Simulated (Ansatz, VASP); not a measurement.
# LiF (Griceite): VASP beside Ansatz

Wanted: the spread between two codes on one cell, functional and k mesh. The cell is taken from a series of runs on this material, whose earlier steps may have relaxed, scaled, displaced or heated it; both programs get it as it stands.

Program: Ansatz 0.2.0. Level of theory: plane waves, with VASP 6.6.1 beside it; zone-centre phonons at PBE. Results are calculated unless marked as measured.

## (1) Starting point

Symmetry: Fm-3m, No. 225, cubic system. Conventional cell: a = 4.147 Å, b = 4.147 Å, c = 4.147 Å, α = 90.00°, β = 90.00°, γ = 90.00°. Nearest to Li lie 6 F at 2.07 Å. F has 6 Li at 2.07 Å nearest. Farther neighbours and most contacts between anions are not listed.

Coordinates:

```cif
data_structure
_symmetry_space_group_name_H-M 'P 1'
_symmetry_Int_Tables_number 1
_cell_length_a 2.9324
_cell_length_b 2.9324
_cell_length_c 2.9324
_cell_angle_alpha 60.000
_cell_angle_beta 60.000
_cell_angle_gamma 60.000
_cell_volume 17.83
loop_
_atom_site_label
_atom_site_type_symbol
_atom_site_fract_x
_atom_site_fract_y
_atom_site_fract_z
_atom_site_occupancy
Li1 Li 0.00000 0.00000 0.00000 1
F2 F 0.50000 0.50000 0.50000 1
```

## (2) Ansatz: zone-centre phonons, PBE

Ansatz runs on its PAW soft_1 files.

Second derivatives magnify differences that forces hide, and they need a tight electronic threshold.

Contents of input.yaml:

```yaml
crystal:
  lattice:
    - [0.0, 2.0734935933, 2.0734935933]
    - [2.0734935933, 0.0, 2.0734935933]
    - [2.0734935933, 2.0734935933, 0.0]
  atoms:
    - { symbol: Li, position: [0.0, 0.0, 0.0] }
    - { symbol: F, position: [0.5, 0.5, 0.5] }
kpoints:
  mp_grid: { grid: [12, 12, 12] }
hamiltonian:
  xc: pbe
  pseudopotentials: { kind: paw, azcp: { folder: soft_1 } }
scf:
  occupations: { method: fixed }
output:
  eigenvalues: true
phonons:
  method: dfpt
  dielectric: true
  rigid_motions: translations
```

Started as:

```console
$ ansatz run input.yaml --threads 4 --pin off --max-ram 10240MiB --backend cpu --events-out ev --progress --plain --runs-dir out
```

Numbers of over 12 decimals in the logs are rounded to 6 here.

Output:

```text
Engine: ansatz 0.2.0, x86_64-unknown-linux-gnu
Pseudopotentials: kind: paw
Pseudopotential: Li, paw, valence charge 3, recommended cutoff 420 eV (normal), soft_1/Li.paw.azcp
Pseudopotential: F, paw, valence charge 7, recommended cutoff 420 eV (normal), soft_1/F.paw.azcp
Functional definition: PBE
  parameter kappa = 0.804
  parameter beta = 0.066725
  exchange = pbe_x(kappa = kappa, mu = beta*pi^2/3)
  correlation = pbe_c(beta = beta)
Crystal: 2 atoms, lattice volume = 17.829 Å³
Basis set: ecut = 420 eV, 339 PW (Γ), exchange–correlation on 40×40×40 points (8 copies of the dense FFT grid, shifted against one another)
Bands: 9, of which v1, the nominal top of the filled ones, is band 5 counted from 1 (4 counted from 0)
Symmetry: 48 space group operations
k-points: 163 of 1728 (irreducible under 8 space group operations, time reversal used)
Non-local potential: Li, projectors of the file, l = 0: 3, l = 1: 2, l = 2: 1
Non-local potential: F, projectors of the file, l = 0: 2, l = 1: 2, l = 2: 1
PAW form: soft (Blöchl's): semilocal exchange-correlation on the pseudo side does not see the compensation charge
PAW one-centre angular grid: Li, 110 points (default); XC on 96 Gauss nodes
PAW one-centre angular grid: F, 110 points (default); XC on 64 Gauss nodes
Initial density: superposition of atomic densities (chi_scale 0.1, normalization cell, long waves kept (reshape's long-wave potential 0.00 eV rms))
Initial wavefunctions: pseudopotential atomic-orbital guess
Functional: x = pbe(κ = 0.804, μ = 0.219515), c = pbe(β = 0.066725)
SCF iter   1: F=—  HF=-1016.008626 eV  |F-HF|=—  |Δ(HF+E_count)|=         —  Δρ=5.76e-2  dr2=3.19e-1  ethr=3.10e-3  ⟨swp⟩=4.0  Hψ=8102  notcnv=0  defer=287
preconditioner: auto → none  [insulator: Δε(μ)=7.476 eV  Ē_g=20.900 eV  n_scr=0 (ndim 8)  ℏωp=24.9 eV  f_vac=0.000  ε∞_Penn≈2.4]
SCF iter   2: F=—  HF=-1016.130721 eV  |F-HF|=—  |Δ(HF+E_count)|=   1.22e-1  Δρ=3.06e-2  dr2=8.49e-2  ethr=3.10e-3  ⟨swp⟩=2.0  Hψ=3143  notcnv=0  defer=280
SCF iter   3: F=—  HF=-1016.165462 eV  |F-HF|=—  |Δ(HF+E_count)|=   3.47e-2  Δρ=1.54e-2  dr2=2.11e-2  ethr=8.49e-4  ⟨swp⟩=2.0  Hψ=2387  notcnv=0  defer=318
SCF iter   4: F=—  HF=-1016.164662 eV  |F-HF|=—  |Δ(HF+E_count)|=   8.00e-4  Δρ=1.11e-3  dr2=1.67e-4  ethr=2.11e-4  ⟨swp⟩=2.8  Hψ=2304  notcnv=0  defer=322
SCF iter   5: F=—  HF=-1016.164821 eV  |F-HF|=—  |Δ(HF+E_count)|=   1.59e-4  Δρ=1.51e-4  dr2=2.11e-6  ethr=1.67e-6  ⟨swp⟩=2.8  Hψ=2534  notcnv=0  defer=322
SCF iter   6: F=—  HF=-1016.164820 eV  |F-HF|=—  |Δ(HF+E_count)|=   1.08e-6  Δρ=2.21e-5  dr2=3.77e-8  ethr=2.11e-8  ⟨swp⟩=2.8  Hψ=2248  notcnv=0
SCF iter   7: F=—  HF=-1016.164820 eV  |F-HF|=—  |Δ(HF+E_count)|=   3.08e-7  Δρ=2.28e-6  dr2=3.04e-10  ethr=3.77e-10  ⟨swp⟩=2.5  Hψ=2154  notcnv=0
SCF iter   8: F=-1016.164820 eV  HF=-1016.164820 eV  |F-HF|=2.27e-13  |Δ(HF+E_count)|=  7.74e-10  Δρ=3.19e-8  dr2=9.56e-14  ethr=1.00e-12  ⟨swp⟩=6.0  Hψ=7223  notcnv=0
SCF 1 converged in 8 iterations: F = -1016.164820 eV  dr2 = 9.56e-14
  greatest PAW one-centre occupation: 1.000 electrons in one spin orbital (limit 2), on the Li atom at site 0 (counted from 0), in its partial waves of l = 0
NSCF: frozen V_eff on 1 k-points
DFPT response loops at Γ: preconditioner auto → none (the input reference at scf.mixing.eps_inf says where Resta's filter doesn't serve); β = 0.50; Broyden in place of MSR1
SCF converged after 8 iterations
Free energy (F): -1016.164820 eV
Harris-Foulkes:  -1016.164820 eV  (|F-HF|=2.27e-13)
Internal energy: -1016.164820 eV  (E = F + TS)
E sigma→0 (E₀):  -1016.164820 eV
Fermi energy:    0.299315 eV
--- Per-component energies (eV) ---
  E_band       = -124.060508
  E_kinetic    = 215.175336
  E_local      = -678.535338  (includes V_loc(G=0)·N_el)
  E_nonlocal   = 67.467010
  E_hartree    = 236.961689
  E_xc         = -86.963218
  E_vxc        = -111.589032  (∫ρ·V_xc dr)
  E_paw        = -229.127004  (= ΣΔE_a)
  E_vpaw       = -90.502850  (= ΣTr[D̂ρ^β])
  E_aug_tail   = 0.000982  (compensation charges beyond the density's cutoff)
  E_ewald      = -541.144275
  E_smearing   = -0.000000  (= −TS)
  E_closure    = 0.000000  (closes the sum)
  Σ components = -1016.164820   (vs F -1016.164820, Δ=0.00e0)
--- Band table (eV; the first three rows and the last of 163) ---
  k-point 0: bands = ["-40.8123", "-19.4398", "0.2990", "0.2990", "0.2990", "8.6586", "23.1242", "23.1242", "23.1242"]
  k-point 1: bands = ["-40.8097", "-19.4165", "0.1137", "0.2851", "0.2851", "8.8664", "21.2096", "22.2710", "22.2710"]
  k-point 2: bands = ["-40.8024", "-19.3521", "-0.3575", "0.2476", "0.2476", "9.3845", "19.0796", "21.1084", "21.1084"]
  k-point 162: bands = ["-40.7613", "-18.8840", "-1.5181", "-1.5181", "-0.4141", "14.6802", "14.6802", "16.9274", "18.4379"]
--- Phonons (Γ-DFPT): 2 representative perturbations + reference, on 163 of 1728 k-points (Σ response iterations 7) ---
  k mesh reduced under 8 symmetry operations, with k and −k counted as one. Each operation leaves every solved perturbation unchanged. A smaller set is not considered because the run solves the response to a homogeneous field
  ASR residual: 5.484e-5 → 0.000e0 eV/Å²; symmetrization residual: 9.955e-8 eV/Å²
  ASR residual per site (eV/Å²): 5.48e-5 3.73e-5
  Γ frequencies (cm⁻¹): 0.00 0.00 0.00 215.28 215.28 215.28
  ε∞ (high-frequency dielectric tensor):
        2.031138    -0.000000    -0.000000
        0.000000     2.031138    -0.000000
        0.000000     0.000000     2.031138
  ε⁰ (static dielectric tensor: ions relaxed, cell fixed):
       15.186832     0.000000    -0.000000
        0.000000    15.186832     0.000000
        0.000000     0.000000    15.186832
  ε⁰ − ε∞ (ionic part):
       13.155694     0.000000     0.000000
        0.000000    13.155694     0.000000
        0.000000     0.000000    13.155694
  softest optical mode at Γ: 215.28 cm⁻¹; the repairs (sum rule, projections) moved no ω² at Γ by more than (1.47 cm⁻¹)²
  Born effective charges Z* (e; rows j = field, columns β = displacement):
    site 0:
         1.05971    0.00000    0.00000
        -0.00000    1.05971    0.00000
         0.00000    0.00000    1.05971
    site 1:
        -1.05971   -0.00000    0.00000
         0.00000   -1.05971   -0.00000
         0.00000   -0.00000   -1.05971
  Z* charge neutrality: 2.364e-5 e pre-enforcement
  k-mesh period / interband length: 35.2 Å / 0.76 Å = 46.20 at k = (0.0000, 0.0000, -0.5000), direct gap 10.546 eV — 14 or more, which is no proof of convergence
  optical modes at Γ without the LO–TO term, one row a degenerate level:
      ω (cm⁻¹)  modes    IR ((D/Å)²/amu)
        215.28      3            15.2906
  optical modes at Γ + LO–TO along q̂ = [1.0000, 0.0000, 0.0000]:
      ω (cm⁻¹)  modes    IR ((D/Å)²/amu)
        215.28      2            10.1937
        588.67      1             5.0969
  optical modes at Γ + LO–TO along q̂ = [0.0000, 1.0000, 0.0000]:
      ω (cm⁻¹)  modes    IR ((D/Å)²/amu)
        215.28      2            10.1937
        588.67      1             5.0969
  optical modes at Γ + LO–TO along q̂ = [0.0000, 0.0000, 1.0000]:
      ω (cm⁻¹)  modes    IR ((D/Å)²/amu)
        215.28      2            10.1937
        588.67      1             5.0969
```

The column dr2 measures how far the density is from self-consistency, as an energy; F and HF (Harris–Foulkes) agree once it is small.

[end of part 1 of 2]

[Lines on the potential files, build, host, timing and source positions are cut from VASP's logs without a mark.]

[Logs are printed without paths, hosts, clocks, repeated set-up lines and the standing remarks that a program may print on its own settings, such as how far it seeks lower states.]

[Hosts, paths, dates, database ids (printed as entryN), source tags and the programs' standing remarks are cut or masked in the printed files.]
